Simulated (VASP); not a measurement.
# SnGeTe3 (P6/mmm) in VASP: relaxation of cell and atoms with PBE

Aim: the relaxation of cell and atoms of SnGeTe3 with PBE.

Everything below comes from runs of VASP 6.6.1. Logs are shortened: lines on timing, memory, paths and dates and some standing lists are left out, and cuts for length are marked.

## (1) The crystal as given

It takes space group P6/mmm (No. 191, hexagonal). The conventional cell has a = 5.988 Å, b = 5.988 Å, c = 4.785 Å, α = 90.00°, β = 90.00°, γ = 120.00°. Sn (site symmetry 6/mmm) is surrounded by 2 Ge at 2.39 Å. Ge (site symmetry 6/mmm) is surrounded by 2 Sn at 2.39 Å. Around Te (site symmetry mmm) lie 2 Sn at 2.99 Å and 4 Te at 2.99 Å.

The cell was built by a generator and needn't be a form met in nature.

## (2) Relaxation of cell and atoms, PBE

File INCAR:

```
ALGO     = Fast           # electronic algorithm
EDIFF    = 1E-4           # SCF threshold, eV
EDIFFG   = -0.08          # ionic threshold
ENCUT    = 520            # plane-wave cutoff, eV
GGA      = PE             # functional
IBRION   = 2              # ionic algorithm
ISIF     = 3              # what is computed and relaxed
ISMEAR   = 0              # smearing method
LASPH    = T              # aspherical terms in the spheres
LCHARG   = F              # write CHGCAR
LREAL    = F              # projectors in reciprocal space
LWAVE    = F              # write WAVECAR
NELM     = 60             # most SCF steps
NSW      = 24             # ionic steps
PREC     = Normal         # precision mode
SIGMA    = 0.15           # smearing width, eV
```

File KPOINTS:

```
k-points
0
Gamma
  3 3 3
```

File POSCAR:

```
SnGeTe3
1.0
    5.9884637000      0.0000000000      0.0000000000
   -2.9942318500      5.1861617000      0.0000000000
    0.0000000000      0.0000000000      4.7848893300
Sn Ge Te
1 1 3
Direct
    0.0000000000      0.0000000000      0.5000000000
    0.0000000000      0.0000000000      0.0000000000
    0.5000000000      0.0000000000      0.5000000000
    0.0000000000      0.5000000000      0.5000000000
    0.5000000000      0.5000000000      0.5000000000
```

Potentials or basis: VASP PAW PBE potentials, release 64 (Sn_d, Ge_d, Te).

On the command line:

```sh
$ cat potpaw_PBE.64/Sn_d/POTCAR potpaw_PBE.64/Ge_d/POTCAR potpaw_PBE.64/Te/POTCAR > POTCAR
$ mpirun -np 1 vasp_std > vasp.out
```

OUTCAR:

```text
EDIFF = 1E-4
   EDIFFG = -0.08
   ENCUT = 520
   GGA = PE
   IBRION = 2
   ISIF = 3
   ISMEAR = 0
   LASPH = T
   LREAL = F
   NELM = 60
   NSW = 24
   PREC = Normal

 ion  position               nearest neighbor table
   1  0.000  0.000  0.500-   2 2.39   2 2.39   3 2.99   3 2.99   4 2.99   4 2.99   5 2.99   5 2.99

   2  0.000  0.000  0.000-   1 2.39   1 2.39
   3  0.500  0.000  0.500-   1 2.99   1 2.99   5 2.99   5 2.99   4 2.99   4 2.99
   4  0.000  0.500  0.500-   5 2.99   5 2.99   1 2.99   1 2.99   3 2.99   3 2.99
   5  0.500  0.500  0.500-   4 2.99   4 2.99   1 2.99   3 2.99   3 2.99   1 2.99

  LATTYP: Found a hexagonal cell.
 ALAT       =     5.9884637000
 C/A-ratio  =     0.7990178399

  Lattice vectors:

 A1 = (   5.9884637000,   0.0000000000,   0.0000000000)
 A2 = (  -2.9942318500,   5.1861617000,   0.0000000000)
 A3 = (   0.0000000000,   0.0000000000,   4.7848893300)

Analysis of symmetry for initial positions (statically):
=====================================================================
 Subroutine PRICEL returns:
 Original cell was already a primitive cell.

 Routine SETGRP: Setting up the symmetry group for a
 hexagonal supercell.

 Subroutine GETGRP returns: Found 24 space group operations
 (whereof 24 operations were pure point group operations)
 out of a pool of 24 trial point group operations.

The static configuration has the point symmetry D_6h.

Analysis of symmetry for dynamics (positions and initial velocities):
=====================================================================
 Subroutine PRICEL returns:
 Original cell was already a primitive cell.

 Routine SETGRP: Setting up the symmetry group for a
 hexagonal supercell.

 Subroutine GETGRP returns: Found 24 space group operations
 (whereof 24 operations were pure point group operations)
 out of a pool of 24 trial point group operations.

The dynamic configuration has the point symmetry D_6h.

 Subroutine INISYM returns: Found 24 space group operations
 (whereof 24 operations are pure point group operations),
 and found     1 'primitive' translations

----------------------------------------------------------------------------------------

                                     Primitive cell

  volume of cell :     148.6050

  direct lattice vectors                    reciprocal lattice vectors
     5.988463700  0.000000000  0.000000000     0.166987737  0.096410415  0.000000000
    -2.994231850  5.186161700  0.000000000     0.000000000  0.192820829  0.000000000
     0.000000000  0.000000000  4.784889330     0.000000000  0.000000000  0.208991250

  length of vectors
     5.988463700  5.988463705  4.784889330     0.192820829  0.192820829  0.208991250

  position of ions in fractional coordinates (direct lattice)
     0.000000000  0.000000000  0.500000000
     0.000000000  0.000000000  0.000000000
     0.500000000  0.000000000  0.500000000
     0.000000000  0.500000000  0.500000000
     0.500000000  0.500000000  0.500000000

  ion indices of the primitive-cell ions
   primitive index   ion index
                 1           1
                 2           2
                 3           3
                 4           4
                 5           5

----------------------------------------------------------------------------------------

 KPOINTS: k-points

Automatic generation of k-mesh.
 Grid dimensions read from file:
 generate k-points for:    3    3    3

 Generating k-lattice:

  Cartesian coordinates                     Fractional coordinates (reciprocal lattice)
     0.055662579  0.032136805  0.000000000     0.333333333 -0.000000000  0.000000000
     0.000000000  0.064273610  0.000000000     0.000000000  0.333333333  0.000000000
     0.000000000  0.000000000  0.069663750     0.000000000  0.000000000  0.333333333

  Length of vectors
     0.064273610  0.064273610  0.069663750

  Shift w.r.t. Gamma in fractional coordinates (k-lattice)
     0.000000000  0.000000000  0.000000000

 Subroutine IBZKPT returns following result:
 ===========================================

 Found      6 irreducible k-points:

 Following reciprocal coordinates:
            Coordinates               Weight
  0.000000  0.000000  0.000000      1.000000
  0.333333  0.000000  0.000000      6.000000
  0.333333  0.333333  0.000000      2.000000
  0.000000  0.000000  0.333333      2.000000
  0.333333  0.000000  0.333333     12.000000
  0.333333  0.333333  0.333333      4.000000
   k-points           NKPTS =      6   k-points in BZ     NKDIM =      6   number of bands    NBANDS=     27
   number of dos      NEDOS =    301   number of ions     NIONS =      5
   total plane-waves  NPLWV =  36288
   dimension x,y,z NGX =    36 NGY =   36 NGZ =   28
   dimension x,y,z NGXF=    72 NGYF=   72 NGZF=   56
   ions per type =               1   1   3
   NGX,Y,Z   is equivalent  to a cutoff of   9.99,  9.99,  9.73 a.u.
   NGXF,Y,Z  is equivalent  to a cutoff of  19.99, 19.99, 19.46 a.u.
 SYSTEM =  unknown system
   PREC   = normal    normal or accurate (medium, high low for compatibility)
   ISTART =      0    job   : 0-new  1-cont  2-samecut
   ICHARG =      2    charge: 1-file 2-atom 10-const
   ISPIN  =      1    spin polarized calculation?
   LNONCOLLINEAR =      F non collinear calculations
   LSORBIT =      F    spin-orbit coupling
   LASPH  =      T    aspherical Exc in radial PAW
   ENCUT  =  520.0 eV  38.22 Ry    6.18 a.u.  11.13 11.13  8.90*2*pi/ulx,y,z
   NELM   =     60;   NELMIN=  2; NELMDL= -5     # of ELM steps
   EDIFF  = 0.1E-03   stopping-criterion for ELM
   LREAL  =      F    real-space projection
   EDIFFG = -.8E-01   stopping-criterion for IOM
   NSW    =     24    number of steps for IOM
   IBRION =      2    ionic relax: 0-MD 1-quasi-New 2-CG
   NFREE  =      1    steps in history (QN), initial steepest desc. (CG)
   ISIF   =      3    stress and relaxation
   ISYM   =      2    0-nonsym 1-usesym 2-fastsym
   POTIM  = 0.5000    time-step for ionic-motion
   TEBEG  =    0.0;   TEEND  =   0.0 temperature during run
   PSTRESS=    0.0 pullay stress
   NELECT =      46.0000    total number of electrons
   NUPDOWN=      -1.0000    fix difference up-down
   EMIN   =  10.00;   EMAX   =-10.00  energy-range for DOS
   EFERMI =   0.00;   METHOD = LEGACY
   ISMEAR =     0;   SIGMA  =   0.15  broadening in eV -4-tet -1-fermi 0-gaus
   EFERMI_NEDOS =   21; number of points for ismear=-14 and -15
   IALGO  =     68    algorithm
   IMIX   =      4    mixing-type and parameters
     AMIX     =   0.40;   BMIX     =  1.00
     AMIX_MAG =   1.60;   BMIX_MAG =  1.00
  volume/ion in A,a.u.               =      29.72       200.57
  Fermi-wavevector in a.u.,A,eV,Ry     =   1.107430  2.092739 16.686204  1.226401
  Thomas-Fermi vector in A             =   2.243944
   LORBIT       =      0    0 simple, 1 ext, 2 COOP (PROOUT), +10 PAW based schemes
   GGA     = PE    functional components
   LHFCALC =     F    Hartree Fock is set to
   AEXX    =    0.0000 exact exchange contribution
   IVDW    =     0    specifies the selected vdW correction
   LEPSILON=     F    determine dielectric tensor
   LRPA    =     F    only Hartree local field effects (RPA)
 conjugate gradient relaxation of ions
 non-spin polarized calculation
 RMM-DIIS sequential band-by-band and
 Gauss-broadening in eV      SIGMA  =   0.15
  energy-cutoff  :      520.00
  volume of cell :      148.60
 maximum number of plane-waves:      4017
   NGX = 23   NGY = 23   NGZ = 17

--------------------------------------- Ionic step        1  -------------------------------------------

 number of electron      45.9999938 magnetization

 Free energy of the ion-electron system (eV)
  ---------------------------------------------------
  ext. energy  EPLUGINS =         0.00000000
  ---------------------------------------------------
  free energy    TOTEN  =       -13.53517301 eV

  energy without entropy =      -13.50843440  energy(sigma->0) =      -13.52180370

 E-fermi :   6.0108     XC(G=0):  -9.3191

 val. band max:        5.9191019523   @ k =   0.3333   0.0000   0.0000
 cond. band min:       6.0618750857   @ k =   0.0000   0.0000   0.0000
 fundamental gap:      0.1427731334
 Fermi energy:         6.0107702583

 k-point     1 :       0.0000    0.0000    0.0000
  band No.  band energies     occupation
      1     -19.2775      2.00000
      2     -19.1449      2.00000
      3     -19.1449      2.00000
      4     -19.1390      2.00000
      5     -19.1389      2.00000
      6     -15.8065      2.00000
[... 19 lines left out ...]
     26       9.6051      0.00000
     27       9.7516      0.00000
[... 326 lines left out ...]
 POSITION                                       TOTAL-FORCE (eV/Angst)
 -----------------------------------------------------------------------------------
     -3.24725      5.62439      2.58013         0.000000      0.000000      0.000000
      0.00000     -0.00000      5.16026         0.000000     -0.000000      0.000000
      0.00000      5.62439      2.58013        -0.000000     -0.000000      0.000000
     -1.62362      2.81220      2.58013        -0.000000      0.000000      0.000000
      1.62362      2.81220      2.58013        -0.000000      0.000000      0.000000
 -----------------------------------------------------------------------------------
    total drift:                               -0.000000      0.000000      0.000000

  FREE ENERGIE OF THE ION-ELECTRON SYSTEM (eV)
  ---------------------------------------------------
  free  energy   TOTEN  =       -14.9562475513 eV

  energy  without entropy=      -14.9027601669  energy(sigma->0) =      -14.92950386

--------------------------------------- Ionic step        6  -------------------------------------------

 number of electron      45.9999858 magnetization

 Free energy of the ion-electron system (eV)
  ---------------------------------------------------
  ext. energy  EPLUGINS =         0.00000000
  ---------------------------------------------------
  free energy    TOTEN  =       -14.95796973 eV

  energy without entropy =      -14.90382110  energy(sigma->0) =      -14.93089541

 E-fermi :   3.6219     XC(G=0):  -8.2955

 val. band max:        3.5586641403   @ k =   0.0000   0.0000   0.3333
 cond. band min:       3.6229907384   @ k =   0.0000   0.0000   0.0000
 fundamental gap:      0.0643265981
 Fermi energy:         3.6219384377

 k-point     1 :       0.0000    0.0000    0.0000
  band No.  band energies     occupation
      1     -21.8230      2.00000
      2     -21.8054      2.00000
      3     -21.8054      2.00000
      4     -21.7793      2.00000
      5     -21.7793      2.00000
      6     -18.1586      2.00000
[... 19 lines left out ...]
     26       6.2761      0.00000
     27       6.2761      0.00000
[... 161 lines left out ...]
 VOLUME and BASIS-vectors are now :
 -----------------------------------------------------------------------------
  energy-cutoff  :      520.00
  volume of cell :      188.99
      direct lattice vectors                 reciprocal lattice vectors
     6.488674441  0.000000000  0.000000000     0.154114682  0.088978153  0.000000000
    -3.244337220  5.619356910  0.000000000     0.000000000  0.177956306  0.000000000
     0.000000000 -0.000000000  5.183070594     0.000000000 -0.000000000  0.192935825

 POSITION                                       TOTAL-FORCE (eV/Angst)
 -----------------------------------------------------------------------------------
      0.00000     -0.00000      2.59154         0.000000     -0.000000      0.000000
      0.00000      0.00000      0.00000        -0.000000      0.000000      0.000000
      3.24434     -0.00000      2.59154        -0.000000     -0.000000      0.000000
     -1.62217      2.80968      2.59154        -0.000000      0.000000      0.000000
      1.62217      2.80968      2.59154        -0.000000     -0.000000      0.000000
 -----------------------------------------------------------------------------------
    total drift:                               -0.000000     -0.000000      0.000000

  FREE ENERGIE OF THE ION-ELECTRON SYSTEM (eV)
  ---------------------------------------------------
  free  energy   TOTEN  =       -14.9579697260 eV

  energy  without entropy=      -14.9038210994  energy(sigma->0) =      -14.93089541

 reached required accuracy - stopping structural energy minimisation
```

It took 59 s on 1 thread of Intel Xeon Platinum 8488C (Sapphire Rapids), shared host; peak memory 0.19 GiB.

Results:

* Free energy: -14.9580 eV
* Relaxed volume: 37.80 Å³/atom
* Relaxed cell: a = 6.489 Å, b = 6.489 Å, c = 5.183 Å, α = 90.00°, β = 90.00°, γ = 120.00°
* Space group after relaxing (to 0.05 Å): P6/mmm (No. 191)
* Energy gained by relaxing: 284.6 meV/atom
* Ionic steps: 6
* Pressure after relaxing: 0.0 GPa
* Band gap on the k mesh: none (metal or under the smearing width)

Step by step:
```
step  energy change (eV)  largest force (eV/Å)  pressure (GPa)  volume (Å³)
   1              0.0000                0.0000           14.36       148.60
   2             -0.9812                0.0000           -3.63       213.40
   3             -1.3810                0.0000            0.36       185.11
   4             -1.3811                0.0000           -0.21       185.89
   5             -1.4211                0.0000           -0.04       188.49
   6             -1.4228                0.0000           -0.01       188.99
```

Final structure:
```
Sn Ge Te
1.0
     6.48867    0.00000    0.00000
    -3.24434    5.61936    0.00000
     0.00000    0.00000    5.18307
Sn Ge Te
1 1 3
Direct
  0.00000 0.00000 0.50000
  0.00000 0.00000 0.00000
  0.50000 0.00000 0.50000
  0.00000 0.50000 0.50000
  0.50000 0.50000 0.50000
```

Caveat: the k mesh is coarse (spacing up to 0.44 Å⁻¹), so the values aren't converged; the volume moved by over 15 % at a fixed basis, so the end points are rough; the relaxation stopped at a loose force limit of 0.08 eV/Å, so its end isn't a converged minimum. Spin-orbit coupling is left out, which matters for the levels of Te.
